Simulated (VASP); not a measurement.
Here is the system:

```xyz
3
Lattice="2.6189 0.0000 0.0000 -1.3095 2.2680 0.0000 0.0000 0.0000 16.1293" Properties=species:S:1:pos:R:3 pbc="T T T"
N      0.0000     0.0000     8.0647
Ni     0.0000     1.5120     9.1293
Ni     1.3095     0.7560     7.0000
```
Starting moments (μB, in the order of the record's atoms N Ni Ni): 0.0 2.0 2.0.

Computed with PBE GGA, VASP's PBE PAW potentials (set 64) (plane waves; VASP). Run with 400 eV cut-off, 12×12×1 Γ-centred mesh, Gaussian smearing of 0.14 eV, potentials N Ni.

At this cut-off the stress carries a Pulay error, which pulls relaxed volumes low. The cell holds a wide vacuum, so values per volume refer to the whole cell. The moments were started parallel, and other spin orders were not tried in this run.

### Question
Give the force on each atom (eV/Å).

### Answer

```csv
atom,Fx,Fy,Fz
N1,0.000,0.000,0.000
Ni2,0.000,0.000,1.643
Ni3,0.000,0.000,-1.643
```

### Question
Give the stress tensor in GPa (positive for a compressed cell).

### Answer

```
9.54  0.00  0.00
0.00  9.54  0.00
0.00  0.00  4.94
```
The pressure is its mean diagonal, 8.00 GPa.

The cell is a sheet with vacuum, built from a generated structure.
